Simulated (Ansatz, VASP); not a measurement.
**Cross-check of SrScIr2 between VASP and Ansatz**

Wanted: the spread between two codes on one cell, functional and k mesh. The cell is generated by rule, not measured, and may not be a known phase. The cell is taken from a series of VASP runs on this material, whose earlier steps may have relaxed, scaled or displaced it; both programs get it as it stands.

Calculated with Ansatz 0.2.0; plane waves, with VASP 6.6.1 beside it; single point at r2SCAN and band structure at r2SCAN, spin-orbit coupling.

### 1. Starting point

The structure is hexagonal, space group P-6m2 (No. 187). The conventional cell has a = 4.632 Å, b = 4.632 Å, c = 5.256 Å, α = 90.00°, β = 90.00°, γ = 120.00°. Nearest to Sr lie 2 Ir at 2.63 Å and 3 Sc at 2.67 Å. Nearest to Sc lie 2 Ir at 2.63 Å and 3 Sr at 2.67 Å. Nearest to Ir lie 2 Sc at 2.63 Å and 3 Ir at 2.67 Å. Nearest to Ir lie 2 Sr at 2.63 Å and 3 Ir at 2.67 Å. Farther neighbours are not listed.

Coordinates:

```cif
data_structure
_symmetry_space_group_name_H-M 'P-6m2'
_symmetry_Int_Tables_number 187
_cell_length_a 4.6319
_cell_length_b 4.6319
_cell_length_c 5.2559
_cell_angle_alpha 90.000
_cell_angle_beta 90.000
_cell_angle_gamma 120.000
_cell_volume 97.66
loop_
_atom_site_label
_atom_site_type_symbol
_atom_site_symmetry_multiplicity
_atom_site_Wyckoff_symbol
_atom_site_fract_x
_atom_site_fract_y
_atom_site_fract_z
_atom_site_occupancy
Sr1 Sr 1 f 0.66667 0.33333 0.50000 1
Sc1 Sc 1 d 0.33333 0.66667 0.50000 1
Ir1 Ir 1 c 0.33333 0.66667 0.00000 1
Ir2 Ir 1 e 0.66667 0.33333 0.00000 1
```

### 2. VASP: single point, r2SCAN

A single point gives forces, pressure and levels at one fixed geometry, so differences don't come from the geometry; what else differs is listed under the comparison.

Lines of VASP's logs that name or quote its potential files are left out, and so is its time.

File INCAR:

```
SYSTEM = SrScIr2
PREC = Accurate
ENCUT = 400
EDIFF = 1E-06
NELM = 100
ISMEAR = 0
SIGMA = 0.05
LREAL = .FALSE.
ALGO = Normal
METAGGA = R2SCAN
LASPH = .TRUE.
NBANDS = 25
LORBIT = 11
LWAVE = .FALSE.
LCHARG = .TRUE.
ISIF = 2
LELF = .TRUE.
LVHAR = .TRUE.
```

File POSCAR:

```
SrScIr2
1.0
    4.6319270953     -0.0000000003      0.0000000000
   -2.3159635533      4.0113665349      0.0000000000
    0.0000000000      0.0000000000      5.2559482474
Sr Sc Ir
1 1 2
Direct
    0.6666666700      0.3333333300      0.5000000000
    0.3333333300      0.6666666700      0.5000000000
    0.3333333300      0.6666666700      0.0000000000
    0.6666666700      0.3333333300      0.0000000000
```

File KPOINTS:

```
Automatic mesh
0
Gamma
6 6 4
0 0 0
```

PAW data sets: Sr_sv, Sc_sv and Ir (PBE family, release 64).

On the command line:

```bash
$ mpirun -np 2 vasp_std
```

Numbers of over 12 decimals in the logs are rounded to 6 here.

The log of the run:

```text
[banner, memory and clock lines left out]
running    2 mpi-ranks, on    1 nodes
 distrk:  each k-point on    2 cores,    1 groups
 distr:  one band on    1 cores,    2 groups

 POSCAR found type information on POSCAR SrScIr
 POSCAR found :  3 types and       4 ions
|                                                                             |
|               ----> ADVICE to this user running VASP <----                  |
|                                                                             |
|     You enforced a specific xc type in the INCAR file but a different       |
|     [... a line on the potential file left out ...]
|     I HOPE YOU KNOW WHAT YOU ARE DOING!                                     |
|                                                                             |

 LDA part: xc-table for (None), standard interpolation
|                                                                             |
|           W    W    AA    RRRRR   N    N  II  N    N   GGGG   !!!           |
|           W    W   A  A   R    R  NN   N  II  NN   N  G    G  !!!           |
|           W    W  A    A  R    R  N N  N  II  N N  N  G       !!!           |
|           W WW W  AAAAAA  RRRRR   N  N N  II  N  N N  G  GGG   !            |
|           WW  WW  A    A  R   R   N   NN  II  N   NN  G    G                |
|           W    W  A    A  R    R  N    N  II  N    N   GGGG   !!!           |
|                                                                             |
|     The number of bands has been changed from the values supplied in        |
|     The orbitals not found in the WAVECAR file will be initialized with     |
|     random numbers, which is usually adequate. For correlated               |
|     calculations, however, you should redo the groundstate calculation.     |
|     I found NBANDS = 25. Now, NBANDS = 26.                                  |
|                                                                             |

 POSCAR, INCAR and KPOINTS ok, starting setup
 FFT: planning ... GRIDC
 FFT: planning ... GRID_SOFT
 FFT: planning ... GRID
 WAVECAR not read
 entering main loop
       N       E                     dE             d eps       ncg     rms          rms(c)
DAV:   1     0.315338949110E+03    0.31534E+03   -0.16080E+04  1092   0.122E+03
DAV:   2    -0.933763271551E+02   -0.40872E+03   -0.40094E+03  1108   0.463E+02
DAV:   3    -0.135684387606E+03   -0.42308E+02   -0.40848E+02  1876   0.134E+02
DAV:   4    -0.139452845540E+03   -0.37685E+01   -0.36710E+01  1920   0.359E+01
DAV:   5    -0.139621859207E+03   -0.16901E+00   -0.16825E+00  1720   0.576E+00    0.353E+01
DAV:   6    -0.126963784869E+03    0.12658E+02   -0.22696E+01  1814   0.361E+01    0.130E+01
DAV:   7    -0.129121706055E+03   -0.21579E+01   -0.41031E+01  1912   0.261E+01    0.213E+01
DAV:   8    -0.126196546504E+03    0.29252E+01   -0.43482E+01  1784   0.304E+01    0.796E+00
DAV:   9    -0.126323850346E+03   -0.12730E+00   -0.22749E+00  1722   0.114E+01    0.515E+00
DAV:  10    -0.126220647047E+03    0.10320E+00   -0.52253E-01  1680   0.676E+00    0.235E+00
DAV:  11    -0.126200384423E+03    0.20263E-01   -0.19727E-01  1696   0.349E+00    0.620E-01
DAV:  12    -0.126202387474E+03   -0.20031E-02   -0.15457E-02  1768   0.114E+00    0.299E-01
DAV:  13    -0.126201840507E+03    0.54697E-03   -0.48128E-03  1760   0.533E-01    0.932E-02
DAV:  14    -0.126201862828E+03   -0.22322E-04   -0.28166E-04  1572   0.131E-01    0.592E-02
DAV:  15    -0.126201871231E+03   -0.84027E-05   -0.60691E-05  2024   0.664E-02    0.197E-02
DAV:  16    -0.126201874722E+03   -0.34909E-05   -0.14276E-05  1586   0.293E-02    0.646E-03
DAV:  17    -0.126201875653E+03   -0.93113E-06   -0.12772E-06   784   0.100E-02
   1 F= -.12620188E+03 E0= -.12619839E+03  d E =-.696641E-02
```

OUTCAR, selected parts (step 2):

```text
ion  position               nearest neighbor table
   1  0.667  0.333  0.500-   4 2.63   4 2.63   2 2.67   2 2.67   2 2.67   3 3.75   3 3.75   3 3.75
                             3 3.75   3 3.75   3 3.75
   2  0.333  0.667  0.500-   3 2.63   3 2.63   1 2.67   1 2.67   1 2.67
   3  0.333  0.667  0.000-   2 2.63   2 2.63   4 2.67   4 2.67   4 2.67   1 3.75   1 3.75   1 3.75
                             1 3.75   1 3.75   1 3.75
   4  0.667  0.333  0.000-   1 2.63   1 2.63   3 2.67   3 2.67   3 2.67

  LATTYP: Found a hexagonal cell.
 ALAT       =     4.6319270953
 C/A-ratio  =     1.1347217129

 Subroutine GETGRP returns: Found 12 space group operations
 (whereof 12 operations were pure point group operations)

The static configuration has the point symmetry D_3h.

 Found     21 irreducible k-points:

   k-points           NKPTS =     21   k-points in BZ     NKDIM =     21   number of bands    NBANDS=     26

   dimension x,y,z NGX =    30 NGY =   30 NGZ =   36
   dimension x,y,z NGXF=    60 NGYF=   60 NGZF=   72

   ENCUT  =  400.0 eV  29.40 Ry    5.42 a.u.   7.55  7.55  8.57*2*pi/ulx,y,z

   NELECT =      39.0000    total number of electrons

 k-points in reciprocal lattice and weights: Automatic mesh
   0.00000000  0.00000000  0.00000000       0.007
   0.16666667 -0.00000000  0.00000000       0.042
   0.33333333  0.00000000  0.00000000       0.042
   0.50000000  0.00000000  0.00000000       0.021
   0.16666667  0.16666667  0.00000000       0.042
   0.33333333  0.16666667  0.00000000       0.083
   0.33333333  0.33333333  0.00000000       0.014
   0.00000000  0.00000000  0.25000000       0.014
   0.16666667 -0.00000000  0.25000000       0.083
[...]
0.33333333  0.16666667  0.50000000       0.083
   0.33333333  0.33333333  0.50000000       0.014

 average (electrostatic) potential at core
       1 -41.7464       2 -51.8638       3 -58.9585       4 -58.6562

 E-fermi :   3.8221

 k-point     1 :       0.0000    0.0000    0.0000
  band No.  band energies     occupation
    ...
     16       1.8915      2.00000
     17       1.8915      2.00000
     18       2.8175      2.00000
     19       2.8175      2.00000
     20       2.9743      2.00000
     21       5.3324      0.00000
     22       5.3324      0.00000
     23       5.4397      0.00000
     24       6.2861      0.00000
     25       6.2861      0.00000
    ...

 k-point     2 :       0.1667   -0.0000    0.0000
  band No.  band energies     occupation
    ...
     16       2.2103      2.00000
     17       2.4789      2.00000
     18       2.5567      2.00000
     19       2.9674      2.00000
     20       3.4356      2.00000
     21       4.7398      0.00000
     22       5.0560      0.00000
     23       6.0603      0.00000
     24       6.2488      0.00000
     25       6.3044      0.00000
    ...

 k-point     3 :       0.3333    0.0000    0.0000
  band No.  band energies     occupation
    ...
     15       1.1996      2.00000
     16       2.0879      2.00000
     17       2.3052      2.00000
     18       3.2371      2.00000
     19       3.5286      2.00000
     20       4.0146      0.00000
     21       4.5088      0.00000
     22       4.6744      0.00000
     23       5.9262      0.00000
     24       6.1775      0.00000
    ...

  Total        0.0043551      0.0043551      0.0083529     -0.0000000      0.0000000      0.0000000
  in kB        0.0714509      0.0714509      0.1370392     -0.0000000      0.0000000      0.0000000
  external PRESSURE =       0.0933137 kB  Pullay stress =       0.0000000 kB

  energy-cutoff  :      400.00
  volume of cell :       97.66
      direct lattice vectors                 reciprocal lattice vectors
     4.631927095 -0.000000000  0.000000000     0.215892863  0.124645803  0.000000000
    -2.315963553  4.011366535  0.000000000     0.000000000  0.249291605  0.000000000
     0.000000000  0.000000000  5.255948247     0.000000000  0.000000000  0.190260625

 POSITION                                       TOTAL-FORCE (eV/Angst)
 -----------------------------------------------------------------------------------
      2.31596      1.33712      2.62797         0.000000     -0.000000      0.000000
     -0.00000      2.67424      2.62797        -0.000000     -0.000000      0.000000
     -0.00000      2.67424      0.00000         0.000000      0.000000      0.000000
      2.31596      1.33712      0.00000        -0.000000      0.000000      0.000000
 -----------------------------------------------------------------------------------
    total drift:                                0.000011     -0.000006     -0.000000

  FREE ENERGIE OF THE ION-ELECTRON SYSTEM (eV)
  ---------------------------------------------------
  free  energy   TOTEN  =      -126.2018756531 eV

  energy  without entropy=     -126.1949092462  energy(sigma->0) =     -126.19839245

 total charge
# of ion       s       p       d       tot
------------------------------------------
    1        2.051   5.856   0.582   8.489
    2        2.212   6.086   1.320   9.618
    3        0.730   0.409   6.973   8.112
    4        0.733   0.364   7.071   8.168
--------------------------------------------------
tot          5.727  12.715  15.946  34.388

[... 3 further parts left out ...]
```

This run has no spin polarisation. Its electron count is odd, so without a moment it is a metal by construction.

### 3. Ansatz: single point, r2SCAN

Ansatz runs on its default PAW (the set named soft_2) files.

The same cell, functional, mesh and smearing now go to Ansatz, which takes its cutoff from its data sets.

File input.yaml:

```yaml
crystal:
  lattice:
    - [4.6319270953, -3.0e-10, 0.0]
    - [-2.3159635533, 4.0113665349, 0.0]
    - [0.0, 0.0, 5.2559482474]
  atoms:
    - { symbol: Sr, position: [0.66666667, 0.33333333, 0.5] }
    - { symbol: Sc, position: [0.33333333, 0.66666667, 0.5] }
    - { symbol: Ir, position: [0.33333333, 0.66666667, 0.0] }
    - { symbol: Ir, position: [0.66666667, 0.33333333, 0.0] }
hamiltonian:
  xc: r2scan
  pseudopotentials: { kind: paw }
kpoints:
  mp_grid: { grid: [6, 6, 4] }
scf:
  occupations: { method: gaussian, width: 0.05 }
  n_extra_bands: 5
output:
  forces: true
  stress: true
  eigenvalues: true
```

On the command line:

```bash
$ ansatz run input.yaml --threads 2 --pin off --max-ram 4608MiB --backend cpu --events-out ev --progress --plain --runs-dir out
```

The log of the run:

```text
Warning: the atoms were moved onto the symmetric positions of the space group found under crystal.symmetry.tolerance 1.0e-5 (fractional; no operation is sought that the atoms, as they stand in a round, miss by more than twice it, and no atom is moved by as much as it), and the run uses the moved positions. Before a round's move an operation carried an atom to 4.63e-8 Å from where it should land, the largest such dist [...]
scf.n_extra_bands = 5 over 28 filled bands (N_el = 55.0): the run solves 33 bands
Engine: ansatz 0.2.0, aarch64-unknown-linux-gnu
Pseudopotentials: kind: paw
Pseudopotential: Sr, paw, valence charge 10, recommended cutoff 500 eV (meta_gga), Sr.paw.azcp
Pseudopotential: Sc, paw, valence charge 11, recommended cutoff 500 eV (meta_gga), Sc.paw.azcp
Pseudopotential: Ir, paw, valence charge 17, recommended cutoff 500 eV (meta_gga), Ir.paw.azcp
Functional definition: r2SCAN
  parameter k0 = 0.174
  parameter k1 = 0.065
  parameter a1 = 4.9479
  exchange = r2scan_x(k0 = k0, k1 = k1, a1 = a1)
  correlation = r2scan_c
Crystal: 4 atoms, lattice volume = 97.657 Å³
Basis set: ecut = 500 eV, 2485 PW (Γ), exchange–correlation on 144×144×160 points (64 copies of the dense FFT grid, shifted against one another)
Bands: 33, of which v1, the nominal top of the filled ones, is band 28 counted from 1 (27 counted from 0)
Symmetry: 12 space group operations
Space group: P-6m2 (ITA 187), of the structure as read, at distance tolerance 4.6e-5 Å
k-points: 21 of 144 (time reversal used)
Non-local potential: Sr, projectors of the file, l = 0: 3, l = 1: 2, l = 2: 2
Non-local potential: Sc, projectors of the file, l = 0: 3, l = 1: 2, l = 2: 3, l = 3: 1
Non-local potential: Ir, projectors of the file, l = 0: 3, l = 1: 2, l = 2: 2, l = 3: 1
PAW form: soft (Blöchl's): semilocal exchange-correlation on the pseudo side does not see the compensation charge
PAW frozen core: Sr, regenerated for the run's functional (the file was generated under x = pbe(κ = 0.804, μ = 0.219515), c = pbe(β = 0.066725))
PAW frozen core: Sc, regenerated for the run's functional (the file was generated under x = pbe(κ = 0.804, μ = 0.219515), c = pbe(β = 0.066725))
PAW frozen core: Ir, regenerated for the run's functional (the file was generated under x = pbe(κ = 0.804, μ = 0.219515), c = pbe(β = 0.066725))
PAW one-centre angular grid: Sr, 302 points (default); XC on 160 Gauss nodes
PAW one-centre angular grid: Sc, 590 points (default); XC on 160 Gauss nodes
PAW one-centre angular grid: Ir, 590 points (default); XC on 160 Gauss nodes
Initial density: superposition of atomic densities (neutral atoms: chi_scale 0, normalization atom), corrected by the library's trained network
Initial wavefunctions: pseudopotential atomic-orbital guess
Functional: x = r2scan, c = r2scan; τ floored in thin density (d = 2e-4 eV/Å³)
SCF iter   1: F=—  HF=-29588.284554 eV  |F-HF|=—  |Δ(HF+E_count)|=         —  Δρ=3.70e-2  dr2=4.08e0  dr2_τ=2.76e-1  ethr=1.77e-3  ⟨swp⟩=7.5  Hψ=3231  notcnv=0
preconditioner: auto → LDOS  [insulator: Δε(μ)=0.091 eV  Ē_g=7.126 eV  σ=0.050 eV  W_gap=0.69  n_scr=22 (ndim 8)  ℏωp=20.2 eV  f_vac=0.031  D(μ)=1.84/eV (n_scr^D=8)  ε∞_Penn≈9.1  β→1.0]
SCF iter   2: F=—  HF=-29589.085923 eV  |F-HF|=—  |Δ(HF+E_count)|=   8.01e-1  Δρ=8.17e-2  dr2=1.81e1  dr2_τ=1.38e0  ethr=1.77e-3  ⟨swp⟩=3.8  Hψ=1540  notcnv=0  defer=17  recentre
SCF iter   3: F=—  HF=-29588.175552 eV  |F-HF|=—  |Δ(HF+E_count)|=   9.10e-1  Δρ=1.32e-2  dr2=4.94e-1  dr2_τ=1.06e-2  ethr=1.77e-3  ⟨swp⟩=3.0  Hψ=1346  notcnv=0  defer=20
SCF iter   4: F=—  HF=-29588.136426 eV  |F-HF|=—  |Δ(HF+E_count)|=   3.91e-2  Δρ=1.84e-3  dr2=4.33e-3  dr2_τ=5.73e-4  ethr=8.98e-4  ⟨swp⟩=2.2  Hψ=899  notcnv=0  defer=18
SCF iter   5: F=—  HF=-29588.137354 eV  |F-HF|=—  |Δ(HF+E_count)|=   9.29e-4  Δρ=5.53e-4  dr2=2.83e-4  dr2_τ=5.20e-5  ethr=7.87e-6  ⟨swp⟩=2.0  Hψ=865  notcnv=0  defer=20
SCF iter   6: F=—  HF=-29588.137560 eV  |F-HF|=—  |Δ(HF+E_count)|=   2.05e-4  Δρ=2.03e-4  dr2=5.33e-5  dr2_τ=7.69e-6  ethr=5.14e-7  ⟨swp⟩=2.0  Hψ=988  notcnv=0  defer=20
SCF iter   7: F=—  HF=-29588.137590 eV  |F-HF|=—  |Δ(HF+E_count)|=   3.06e-5  Δρ=4.22e-5  dr2=2.67e-6  dr2_τ=7.49e-7  ethr=9.70e-8  ⟨swp⟩=2.0  Hψ=910  notcnv=0  defer=20
SCF iter   8: F=—  HF=-29588.137592 eV  |F-HF|=—  |Δ(HF+E_count)|=   1.56e-6  Δρ=1.83e-5  dr2=5.53e-7  dr2_τ=4.10e-8  ethr=4.85e-9  ⟨swp⟩=2.0  Hψ=982  notcnv=0  defer=20
SCF iter   9: F=—  HF=-29588.137592 eV  |F-HF|=—  |Δ(HF+E_count)|=   9.07e-8  Δρ=9.31e-6  dr2=1.94e-7  dr2_τ=6.20e-9  ethr=1.01e-9  ⟨swp⟩=2.0  Hψ=910  notcnv=0  defer=20
SCF iter  10: F=-29588.137592 eV  HF=-29588.137592 eV  |F-HF|=6.57e-9  |Δ(HF+E_count)|=   8.69e-9  Δρ=2.12e-6  dr2=8.39e-9  dr2_τ=1.65e-10  ethr=1.82e-10  ⟨swp⟩=9.0  Hψ=2605  notcnv=0
SCF 1 converged in 10 iterations: F = -29588.137592 eV  dr2 = 8.39e-9
  greatest PAW one-centre occupation: 1.003 electrons in one spin orbital (limit 2), on the Ir atom at site 3 (counted from 0), in its partial waves of l = 1
SCF converged after 10 iterations
Free energy (F): -29588.137592 eV
Harris-Foulkes:  -29588.137592 eV  (|F-HF|=6.57e-9)
Internal energy: -29588.130719 eV  (E = F + TS)
E sigma→0 (E₀):  -29588.134156 eV
Entropy (-TS):   -0.006873 eV (-1.718 meV/atom)
Fermi energy:    11.666655 eV
--- Per-component energies (eV) ---
  E_band       = -849.715095
  E_kinetic    = 1757.854649
  E_local      = -5905.429066  (includes V_loc(G=0)·N_el)
  E_nonlocal   = 438.557346
  E_hartree    = 2214.460228
  E_xc         = -772.170777
  E_vxc        = -983.749502  (∫ρ·V_xc dr)
  E_paw        = -22181.704823  (= ΣΔE_a)
  E_vpaw       = -646.664609  (= ΣTr[D̂ρ^β])
  E_aug_tail   = -0.000024  (compensation charges beyond the density's cutoff)
  E_vtau       = 60.796112  (kinetic-family band-sum trace: ∫τ·v_τ [+ j·A + Jᵃ·Aᵃ] dr)
  E_ewald      = -5138.679935
  E_core_change = -1.018315  (= ΣΔE_core)
  E_smearing   = -0.006873  (= −TS)
  E_closure    = 0.000000  (closes the sum)
  Σ components = -29588.137592   (vs F -29588.137592, Δ=0.00e0)
--- Forces (eV/Å), atoms counted from 1 ---
  atom   1  Sr    -0.00000000     0.00000000     0.00000000
  atom   2  Sc    -0.00000000     0.00000000     0.00000000
  atom   3  Ir    -0.00000000     0.00000000    -0.00000000
  atom   4  Ir     0.00000000    -0.00000000    -0.00000000
  max |Σ_I F_I| component: 9.48e-17 eV/Å
--- Stress (GPa, compression-positive) ---
       -0.369044       0.000000      -0.000000
       -0.000000      -0.369044       0.000000
       -0.000000       0.000000      -1.277877
  P = ⅓ Tr σ = -0.6720 GPa (-6.720 kbar)
--- Band table (eV; the first three rows and the last of 21) ---
  k-point 0: bands = [... 24 lower, 9.7409, 10.6486, 10.6486, 10.8195, 13.1740, 13.1740, 13.2713, 14.1143, ... 1 higher]
  k-point 1: bands = [... 24 lower, 10.1331, 10.3087, 10.7793, 10.7793, 12.8227, 13.1116, 13.1116, 13.2705, ... 1 higher]
  k-point 2: bands = [... 24 lower, 9.7736, 10.9169, 10.9169, 11.4193, 12.0753, 12.4972, 12.4972, 13.1861, ... 1 higher]
  k-point 20: bands = [... 24 lower, 10.6576, 11.1666, 11.5007, 11.6673, 11.6932, 12.6658, 12.9210, 13.1415, ... 1 higher]
```

The job ended after 16 s (2 threads of Arm Neoverse N1, shared host; peak memory 0.57 GiB).

The run ends at a pressure of -0.67 GPa.

### 4. Differences

Known differences besides the potentials themselves: VASP keeps PBE cores, Ansatz makes them for the functional; the data sets hold 55 valence electrons in Ansatz (default PAW (the set named soft_2) files) and 39 in VASP; the cutoff is 500 eV in Ansatz and 400 eV in VASP. Total energies have different zeros and are not compared.

Compared:

| quantity | Ansatz | VASP | difference |
| --- | --- | --- | --- |
| pressure (GPa) | -0.67 | 0.01 | -0.68 |
| pressure without Ansatz's Pulay correction (GPa) | -0.73 | 0.01 | -0.74 |

Ansatz's pressure holds a Pulay correction of 0.06 GPa; VASP's holds none.

[end of part 1 of 2]

[Lines on the potential files, build, host, timing and source positions are cut from VASP's logs without a mark.]

[Logs are printed without paths, hosts, clocks, repeated set-up lines and the standing remarks that a program may print on its own settings, such as how far it seeks lower states.]

[Hosts, paths, dates, database ids (printed as entryN), source tags and the programs' standing remarks are cut or masked in the printed files.]
